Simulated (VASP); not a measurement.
Consider the following.

```
Ge
1.0
    0.00000     2.84898     2.84898
    2.84898     0.00000     2.84898
    2.84898     2.84898     0.00000
Ge
2
Direct
  0.00000   0.00000   0.00000
  0.25000   0.25000   0.25000
```

Level of theory: TPSS meta-GGA, VASP's PBE PAW potentials (set 64) (plane waves; VASP). Numerical set-up: 520 eV cut-off, 8×8×8 Γ-centred mesh, Gaussian smearing of 0.050 eV, potentials Ge_d.

Task: Estimate the energy per atom (σ→0), pressure, band gap (on the k-mesh) with the smallest direct gap where there is one.

Result: 
The band gap (on the k-mesh) is none (metal, semimetal or under 0.01 eV), the energy per atom (σ→0) is -1230.1 kJ/mol of atoms and the pressure is -2.02 GPa.

The compound is Ge in the diamond structure. This cell is one point of a volume scan, at 1.03 of the reference volume.
